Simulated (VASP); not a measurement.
# Mg (Magnesium): accuracy against cost in the smearing and precision settings, part 2 of 3

How sensitive are energy and pressure of Mg (Magnesium) to the smearing and precision settings? The series runs use LDA. The start is a cell from a database of measured crystal structures.

VASP 6.6.1; LDA; plane waves and PAW (Mg).

Still holding for the runs below: The k-mesh is coarse for a metal.

So far. Step 7 (Smearing: ISMEAR = 1, SIGMA = 0.01): Against the first of the series the energy at zero width moves by +0.03 meV an atom while the pressure stays within 0.01 GPa, after 9 cycles in 2 s. The entropy term T·S comes to 0.08 meV an atom in size.

### 8. Smearing: ISMEAR = 1, SIGMA = 0.05

INCAR

```
SYSTEM = Mg
PREC = Accurate
ENCUT = 400
EDIFF = 1E-06
NELM = 100
ISMEAR = 1
SIGMA = 0.05
LREAL = .FALSE.
ALGO = Normal
GGA = CA
NBANDS = 8
LORBIT = 11
LWAVE = .FALSE.
LCHARG = .FALSE.
KPAR = 2
ISIF = 2
```

POSCAR

```
Mg
1.0
    3.2093000000      0.0000000000      0.0000000000
   -1.6046500000      2.7793353284      0.0000000000
    0.0000000000      0.0000000000      5.2103000000
Mg
2
Direct
    0.3333333333      0.6666666667      0.2500000000
    0.6666666667      0.3333333333      0.7500000000
```

KPOINTS

```
Automatic mesh
0
Gamma
7 7 4
0 0 0
```

The projector-augmented-wave data sets are Mg (PBE family, release 64).

Run with:

```
> mpirun -np 2 vasp_std
```

Output:

```text
[... set-up lines as in an earlier step ...]
 entering main loop
       N       E                     dE             d eps       ncg     rms          rms(c)
DAV:   1    -0.158108301084E+01   -0.15811E+01   -0.11039E+03   384   0.282E+02
DAV:   2    -0.357502104376E+01   -0.19939E+01   -0.18834E+01   528   0.185E+01
DAV:   3    -0.358311920186E+01   -0.80982E-02   -0.80985E-02   528   0.166E+00
DAV:   4    -0.358314625072E+01   -0.27049E-04   -0.27049E-04   536   0.847E-02
DAV:   5    -0.358314634660E+01   -0.95878E-07   -0.95658E-07   472   0.326E-03    0.850E-01
DAV:   6    -0.357260280176E+01    0.10544E-01   -0.66367E-04   480   0.150E-01    0.540E-01
DAV:   7    -0.356429698500E+01    0.83058E-02   -0.23141E-03   408   0.275E-01    0.285E-02
DAV:   8    -0.356429051985E+01    0.64651E-05   -0.16909E-05   552   0.228E-02    0.554E-03
DAV:   9    -0.356428989534E+01    0.62451E-06   -0.43976E-07   376   0.337E-03
   1 F= -.35642899E+01 E0= -.35640483E+01  d E =-.724788E-03
```

Wall time 2 s (2 MPI ranks of Intel Xeon Platinum 8488C (Sapphire Rapids), shared host); peak memory 0.24 GiB; 2.6 s of CPU time.

OUTCAR, selected parts (step 8):

```text
  Total       -0.9502602     -0.9502602     -0.0402785      0.0000000     -0.0000000      0.0000000
  in kB      -32.7596419    -32.7596420     -1.3885782      0.0000000     -0.0000000      0.0000000
  external PRESSURE =     -22.3026207 kB  Pullay stress =       0.0000000 kB

 POSITION                                       TOTAL-FORCE (eV/Angst)
 -----------------------------------------------------------------------------------
     -0.00000      1.85289      1.30258        -0.000000      0.000000      0.000000
      1.60465      0.92645      3.90773         0.000000     -0.000000      0.000000
 -----------------------------------------------------------------------------------
    total drift:                                0.000000     -0.000000      0.000000

  FREE ENERGIE OF THE ION-ELECTRON SYSTEM (eV)
  ---------------------------------------------------
  free  energy   TOTEN  =        -3.5642898953 eV

  energy  without entropy=       -3.5635651075  energy(sigma->0) =       -3.56404830

[... 2 parts as in an earlier step ...]

[... 1 further part left out ...]
[key lines of the parts left out:]
E-fermi :   2.3385
```

Against the run before the energy at zero width moves by -0.24 meV an atom while the pressure stays within 0.01 GPa, after 9 cycles in 2 s. The entropy term T·S comes to 0.36 meV an atom in size.

### 9. Smearing: ISMEAR = 1, SIGMA = 0.1

INCAR: that of step 8 with these lines changed.

```diff
@@ -6,3 +6,3 @@
 ISMEAR = 1
-SIGMA = 0.05
+SIGMA = 0.1
 LREAL = .FALSE.
```

POSCAR is that of step 8.

KPOINTS is that of step 8.

Run with:

```
> mpirun -np 2 vasp_std
```

Output:

```text
[... set-up lines as in an earlier step ...]
 entering main loop
       N       E                     dE             d eps       ncg     rms          rms(c)
DAV:   1    -0.158162490946E+01   -0.15816E+01   -0.11039E+03   384   0.282E+02
DAV:   2    -0.357540086066E+01   -0.19938E+01   -0.18804E+01   528   0.185E+01
DAV:   3    -0.358349506171E+01   -0.80942E-02   -0.80935E-02   528   0.166E+00
DAV:   4    -0.358352208195E+01   -0.27020E-04   -0.27020E-04   536   0.846E-02
DAV:   5    -0.358352217759E+01   -0.95644E-07   -0.95659E-07   472   0.326E-03    0.851E-01
DAV:   6    -0.357294086835E+01    0.10581E-01   -0.66776E-04   480   0.150E-01    0.541E-01
DAV:   7    -0.356461748362E+01    0.83234E-02   -0.23243E-03   408   0.276E-01    0.286E-02
DAV:   8    -0.356461066755E+01    0.68161E-05   -0.17144E-05   552   0.229E-02    0.548E-03
DAV:   9    -0.356461002038E+01    0.64718E-06   -0.43455E-07   376   0.335E-03
   1 F= -.35646100E+01 E0= -.35645078E+01  d E =-.306811E-03
```

The job ended after 1.8 s (2 MPI ranks; peak memory 0.24 GiB; 2.6 s of CPU time).

OUTCAR, selected parts (step 9):

```text
  Total       -0.9509850     -0.9509850     -0.0484821      0.0000000      0.0000000      0.0000000
  in kB      -32.7846264    -32.7846264     -1.6713917      0.0000000      0.0000000      0.0000000
  external PRESSURE =     -22.4135482 kB  Pullay stress =       0.0000000 kB

  FREE ENERGIE OF THE ION-ELECTRON SYSTEM (eV)
  ---------------------------------------------------
  free  energy   TOTEN  =        -3.5646100204 eV

  energy  without entropy=       -3.5643032093  energy(sigma->0) =       -3.56450775

[... 3 parts as in an earlier step ...]

[... 1 further part left out ...]
[key lines of the parts left out:]
E-fermi :   2.3282
```

Against the run before the energy at zero width moves by -0.23 meV an atom and the pressure by -0.01 GPa, after 9 cycles in 1.8 s. The entropy term T·S comes to 0.15 meV an atom in size.

### 10. Smearing: ISMEAR = 1, SIGMA = 0.2

INCAR: that of step 9 with these lines changed.

```diff
@@ -6,3 +6,3 @@
 ISMEAR = 1
-SIGMA = 0.1
+SIGMA = 0.2
 LREAL = .FALSE.
```

POSCAR is that of step 9.

KPOINTS is that of step 9.

Run with:

```
> mpirun -np 2 vasp_std
```

Output:

```text
[... set-up lines as in an earlier step ...]
 entering main loop
       N       E                     dE             d eps       ncg     rms          rms(c)
DAV:   1    -0.158146940318E+01   -0.15815E+01   -0.11039E+03   384   0.282E+02
DAV:   2    -0.357618319007E+01   -0.19947E+01   -0.18953E+01   528   0.185E+01
DAV:   3    -0.358432957641E+01   -0.81464E-02   -0.81447E-02   528   0.166E+00
DAV:   4    -0.358435692681E+01   -0.27350E-04   -0.27350E-04   536   0.850E-02
DAV:   5    -0.358435702265E+01   -0.95849E-07   -0.95660E-07   472   0.326E-03    0.848E-01
DAV:   6    -0.357373904798E+01    0.10618E-01   -0.67776E-04   480   0.150E-01    0.539E-01
DAV:   7    -0.356540842909E+01    0.83306E-02   -0.23571E-03   408   0.276E-01    0.286E-02
DAV:   8    -0.356540128954E+01    0.71396E-05   -0.17886E-05   552   0.233E-02    0.530E-03
DAV:   9    -0.356540065464E+01    0.63490E-06   -0.41570E-07   384   0.328E-03
   1 F= -.35654007E+01 E0= -.35649435E+01  d E =-.137159E-02
```

Elapsed: 2 s, on 2 MPI ranks; peak memory 0.23 GiB.

Parts of OUTCAR (step 10):

```text
  Total       -0.8990844     -0.8990844     -0.1310270     -0.0000000      0.0000000      0.0000000
  in kB      -30.9953865    -30.9953865     -4.5170746     -0.0000000      0.0000000      0.0000000
  external PRESSURE =     -22.1692825 kB  Pullay stress =       0.0000000 kB

  FREE ENERGIE OF THE ION-ELECTRON SYSTEM (eV)
  ---------------------------------------------------
  free  energy   TOTEN  =        -3.5654006546 eV

  energy  without entropy=       -3.5640290601  energy(sigma->0) =       -3.56494346

[... 3 parts as in an earlier step ...]

[... 1 further part left out ...]
[key lines of the parts left out:]
E-fermi :   2.3567
```

Against the run before the energy at zero width moves by -0.22 meV an atom and the pressure by +0.02 GPa, after 9 cycles in 2 s. The entropy term T·S comes to 0.69 meV an atom in size.

### 11. Smearing: ISMEAR = 1, SIGMA = 0.5

INCAR: that of step 10 with these lines changed.

```diff
@@ -6,3 +6,3 @@
 ISMEAR = 1
-SIGMA = 0.2
+SIGMA = 0.5
 LREAL = .FALSE.
```

POSCAR is that of step 10.

KPOINTS is that of step 10.

Run with:

```
> mpirun -np 2 vasp_std
```

Output:

```text
[... set-up lines as in an earlier step ...]
 entering main loop
       N       E                     dE             d eps       ncg     rms          rms(c)
DAV:   1    -0.157994660827E+01   -0.15799E+01   -0.11039E+03   384   0.282E+02
DAV:   2    -0.357713914670E+01   -0.19972E+01   -0.18981E+01   528   0.186E+01
DAV:   3    -0.358528373148E+01   -0.81446E-02   -0.81435E-02   528   0.167E+00
DAV:   4    -0.358531119850E+01   -0.27467E-04   -0.27467E-04   536   0.854E-02
DAV:   5    -0.358531129389E+01   -0.95387E-07   -0.95467E-07   472   0.326E-03    0.853E-01
DAV:   6    -0.357481285840E+01    0.10498E-01   -0.65160E-04   480   0.149E-01    0.542E-01
DAV:   7    -0.356654200392E+01    0.82709E-02   -0.22605E-03   400   0.274E-01    0.287E-02
DAV:   8    -0.356653529410E+01    0.67098E-05   -0.16487E-05   560   0.225E-02    0.561E-03
DAV:   9    -0.356653461634E+01    0.67777E-06   -0.45128E-07   376   0.341E-03
   1 F= -.35665346E+01 E0= -.35673927E+01  d E =0.257426E-02
```

Wall time 2 s (2 MPI ranks); peak memory 0.24 GiB.

OUTCAR, selected parts (step 11):

```text
  Total       -0.9083431     -0.9083431     -0.1386098      0.0000000      0.0000000      0.0000000
  in kB      -31.3145726    -31.3145726     -4.7784873      0.0000000      0.0000000      0.0000000
  external PRESSURE =     -22.4692108 kB  Pullay stress =       0.0000000 kB

  FREE ENERGIE OF THE ION-ELECTRON SYSTEM (eV)
  ---------------------------------------------------
  free  energy   TOTEN  =        -3.5665346163 eV

  energy  without entropy=       -3.5691088771  energy(sigma->0) =       -3.56739270

[... 3 parts as in an earlier step ...]

[... 1 further part left out ...]
[key lines of the parts left out:]
E-fermi :   2.4049
```

Against the run before the energy at zero width moves by -1.22 meV an atom and the pressure by -0.03 GPa, after 9 cycles in 2 s. The entropy term T·S comes to 1.29 meV an atom in size.

### 12. Smearing: ISMEAR = -5

INCAR: that of step 11 with these lines changed.

```diff
@@ -5,4 +5,4 @@
 NELM = 100
-ISMEAR = 1
-SIGMA = 0.5
+ISMEAR = -5
+SIGMA = 0.05
 LREAL = .FALSE.
```

POSCAR is that of step 11.

KPOINTS is that of step 11.

Run with:

```
> mpirun -np 2 vasp_std
```

Output:

```text
[... set-up lines as in an earlier step ...]
 entering main loop
       N       E                     dE             d eps       ncg     rms          rms(c)
DAV:   1    -0.159484412359E+01   -0.15948E+01   -0.11039E+03   384   0.282E+02
DAV:   2    -0.355595427871E+01   -0.19611E+01   -0.18381E+01   528   0.184E+01
DAV:   3    -0.356401560840E+01   -0.80613E-02   -0.79199E-02   528   0.167E+00
DAV:   4    -0.356404014919E+01   -0.24541E-04   -0.22990E-04   536   0.825E-02
[...]
DAV:   9    -0.354529591745E+01   -0.15768E-04   -0.75639E-07   456   0.438E-03    0.623E-04
DAV:  10    -0.354529707413E+01   -0.11567E-05   -0.40496E-09   256   0.390E-04    0.134E-04
DAV:  11    -0.354529734524E+01   -0.27111E-06   -0.25789E-10   208   0.113E-04
   1 F= -.35452973E+01 E0= -.35452973E+01  d E =0.000000E+00
 -----------------------------------------------------------------------------
|                                                                             |
|           W    W    AA    RRRRR   N    N  II  N    N   GGGG   !!!           |
|           W    W   A  A   R    R  NN   N  II  NN   N  G    G  !!!           |
|           W    W  A    A  R    R  N N  N  II  N N  N  G       !!!           |
|           W WW W  AAAAAA  RRRRR   N  N N  II  N  N N  G  GGG   !            |
|           WW  WW  A    A  R   R   N   NN  II  N   NN  G    G                |
|           W    W  A    A  R    R  N    N  II  N    N   GGGG   !!!           |
|                                                                             |
|     Tetrahedron method does not include variations of the Fermi             |
|     occupations, so forces and stress will be inaccurate. We suggest        |
|     using a different smearing scheme ISMEAR = 1 or 2 for metals in         |
|     relaxations.                                                            |
|                                                                             |
 -----------------------------------------------------------------------------
```

Wall time 2.2 s (2 MPI ranks); peak memory 0.24 GiB; 3 s of CPU time.

Parts of OUTCAR (step 12):

```text
  Total       -0.8234579     -0.8234579     -0.8142062      0.0000000      0.0000000      0.0000000
  in kB      -28.3882075    -28.3882075    -28.0692606      0.0000000      0.0000000      0.0000000
  external PRESSURE =     -28.2818919 kB  Pullay stress =       0.0000000 kB

  FREE ENERGIE OF THE ION-ELECTRON SYSTEM (eV)
  ---------------------------------------------------
  free  energy   TOTEN  =        -3.5452973452 eV

  energy  without entropy=       -3.5452973452  energy(sigma->0) =       -3.54529735

[... 3 parts as in an earlier step ...]

[... 1 further part left out ...]
[key lines of the parts left out:]
E-fermi :   2.5477
```

With tetrahedra the forces and stress of a metal are not exact derivatives of the energy.

Against the first of the series the energy at zero width moves by +9.17 meV an atom and the pressure by -0.60 GPa, after 11 cycles in 2.2 s.

### 13. The smearing series as a table

This step: convergence of LDA results with the smearing; plane waves and PAW (VASP 6.6.1).

This step runs nothing: it gathers the runs above.

One cell and one 7×7×4 mesh. Free energy against width, by row:

```csv
Gaussian width σ (eV),free energy less that at the narrowest width (meV/atom)
0.01,0
0.05,-0.68
0.1,-1.71
0.2,-4.87
0.5,-24.82
```

Differences are taken from the run with ISMEAR = 0, SIGMA = 0.01. Results of the series, by row:

```
                 setting     status  energy less the reference (meV/atom)  pressure (GPa)  SCF cycles  wall time (s)
ISMEAR = 0, SIGMA = 0.01  converged                                     0           -2.23           9              2
ISMEAR = 0, SIGMA = 0.05  converged                               -0.3294           -2.23           9              2
 ISMEAR = 0, SIGMA = 0.1  converged                               -0.5588          -2.223           9            2.2
 ISMEAR = 0, SIGMA = 0.2  converged                                -1.033          -2.203           9              2
 ISMEAR = 0, SIGMA = 0.5  converged                                -1.476          -2.189           9              2
ISMEAR = 1, SIGMA = 0.01  converged                               0.02857           -2.23           9              2
ISMEAR = 1, SIGMA = 0.05  converged                               -0.2071           -2.23           9              2
 ISMEAR = 1, SIGMA = 0.1  converged                               -0.4368          -2.241           9            1.8
 ISMEAR = 1, SIGMA = 0.2  converged                               -0.6547          -2.217           9              2
 ISMEAR = 1, SIGMA = 0.5  converged                                -1.879          -2.247           9              2
             ISMEAR = -5  converged                                 9.168          -2.828          11            2.2
```

### 14. Precision settings: PREC = Low

This step: LDA; plane waves and PAW (Mg) (VASP 6.6.1).

PREC sets the FFT grids, and LREAL, ADDGRID and LASPH trade speed for accuracy.

INCAR: that of step 12 with these lines changed.

```diff
@@ -1,3 +1,3 @@
 SYSTEM = Mg
-PREC = Accurate
+PREC = Low
 ENCUT = 400
@@ -5,3 +5,3 @@
 NELM = 100
-ISMEAR = -5
+ISMEAR = -1
 SIGMA = 0.05
```

POSCAR is that of step 12.

KPOINTS is that of step 12.

Run with:

```
> mpirun -np 2 vasp_std
```

Output:

```text
[... set-up lines as in an earlier step ...]
 entering main loop
       N       E                     dE             d eps       ncg     rms          rms(c)
DAV:   1    -0.158528560655E+01   -0.15853E+01   -0.11039E+03   384   0.282E+02
DAV:   2    -0.357959463037E+01   -0.19943E+01   -0.18932E+01   528   0.185E+01
DAV:   3    -0.358774110104E+01   -0.81465E-02   -0.81451E-02   528   0.166E+00
DAV:   4    -0.358776843690E+01   -0.27336E-04   -0.27336E-04   536   0.851E-02
DAV:   5    -0.358776853243E+01   -0.95532E-07   -0.95645E-07   472   0.326E-03    0.849E-01
DAV:   6    -0.357718432521E+01    0.10584E-01   -0.67149E-04   480   0.150E-01    0.540E-01
DAV:   7    -0.356886898823E+01    0.83153E-02   -0.23357E-03   408   0.275E-01    0.286E-02
DAV:   8    -0.356886210005E+01    0.68882E-05   -0.17430E-05   552   0.231E-02    0.541E-03
DAV:   9    -0.356886146494E+01    0.63512E-06   -0.42546E-07   376   0.332E-03
   1 F= -.35688615E+01 E0= -.35651707E+01  d E =-.738144E-02
```

It took 1.4 s on 2 MPI ranks; peak memory 0.19 GiB; 1.4 s of CPU time.

Parts of OUTCAR (step 14):

```text
   NELECT =       4.0000    total number of electrons

 E-fermi :   2.3528

 k-point     1 :       0.0000    0.0000    0.0000
  band No.  band energies     occupation
      1      -4.4822      2.00000
      2       0.7595      2.00000
      3       1.1106      2.00000
      4      13.2135      0.00000
      5      13.2135      0.00000
      6      13.2435      0.00000
      7      13.2435      0.00000
      8      14.1323      0.00000

  Total       -0.9041657     -0.9041657     -0.1195389      0.0000000      0.0000000      0.0000000
  in kB      -31.1705607    -31.1705607     -4.1210316      0.0000000      0.0000000      0.0000000
  external PRESSURE =     -22.1540510 kB  Pullay stress =       0.0000000 kB

  FREE ENERGIE OF THE ION-ELECTRON SYSTEM (eV)
  ---------------------------------------------------
  free  energy   TOTEN  =        -3.5688614649 eV

  energy  without entropy=       -3.5614800214  energy(sigma->0) =       -3.56517074

[... 9 parts as in an earlier step ...]

[... 9 further parts left out ...]
```

This step gave:

- SCF cycles: 9
- free energy (TOTEN): -3.569 eV
- energy at zero smearing: -3.565 eV
- Fermi energy: 2.353 eV
- pressure: -2.215 GPa

The series starts at -1.7826 eV an atom and -2.22 GPa, after 9 cycles in 1.4 s.

### 15. Precision settings: PREC = Medium

INCAR: that of step 14 with these lines changed.

```diff
@@ -1,3 +1,3 @@
 SYSTEM = Mg
-PREC = Low
+PREC = Medium
 ENCUT = 400
```

POSCAR is that of step 14.

KPOINTS is that of step 14.

Run with:

```
> mpirun -np 2 vasp_std
```

Output:

```text
[... set-up lines as in an earlier step ...]
 entering main loop
       N       E                     dE             d eps       ncg     rms          rms(c)
DAV:   1    -0.158513619494E+01   -0.15851E+01   -0.11039E+03   384   0.282E+02
DAV:   2    -0.357944079958E+01   -0.19943E+01   -0.18932E+01   528   0.185E+01
DAV:   3    -0.358758724287E+01   -0.81464E-02   -0.81451E-02   528   0.166E+00
DAV:   4    -0.358761457887E+01   -0.27336E-04   -0.27336E-04   536   0.851E-02
DAV:   5    -0.358761467445E+01   -0.95578E-07   -0.95646E-07   472   0.326E-03    0.849E-01
DAV:   6    -0.357703073046E+01    0.10584E-01   -0.67157E-04   480   0.150E-01    0.540E-01
DAV:   7    -0.356871598150E+01    0.83147E-02   -0.23358E-03   408   0.276E-01    0.286E-02
DAV:   8    -0.356870908185E+01    0.68996E-05   -0.17434E-05   552   0.231E-02    0.541E-03
DAV:   9    -0.356870844514E+01    0.63671E-06   -0.42542E-07   376   0.332E-03
   1 F= -.35687084E+01 E0= -.35650177E+01  d E =-.738144E-02
```

The job ended after 1.4 s (2 MPI ranks; peak memory 0.2 GiB).

OUTCAR, selected parts (step 15):

```text
  Total       -0.9045892     -0.9045892     -0.1198676      0.0000000     -0.0000000      0.0000000
  in kB      -31.1851601    -31.1851601     -4.1323640      0.0000000     -0.0000000      0.0000000
  external PRESSURE =     -22.1675614 kB  Pullay stress =       0.0000000 kB

  FREE ENERGIE OF THE ION-ELECTRON SYSTEM (eV)
  ---------------------------------------------------
  free  energy   TOTEN  =        -3.5687084451 eV

  energy  without entropy=       -3.5613270047  energy(sigma->0) =       -3.56501772

[... 3 parts as in an earlier step ...]

[... 1 further part left out ...]
[key lines of the parts left out:]
E-fermi :   2.3528
```

Against the first of the series the energy moves by +0.08 meV an atom while the pressure stays within 0.01 GPa, after 9 cycles in 1.4 s.

(Part 2 of 3 ends here.)

[Lines on the potential files, build, host, timing and source positions are cut from VASP's logs without a mark.]

[Logs are printed without paths, hosts, clocks, repeated set-up lines and the standing remarks that a program may print on its own settings, such as how far it seeks lower states.]

[Hosts, paths, dates, database ids (printed as entryN), source tags and the programs' standing remarks are cut or masked in the printed files.]

[A measured line is paired with the nearest computed mode of its activity, which favours agreement.]
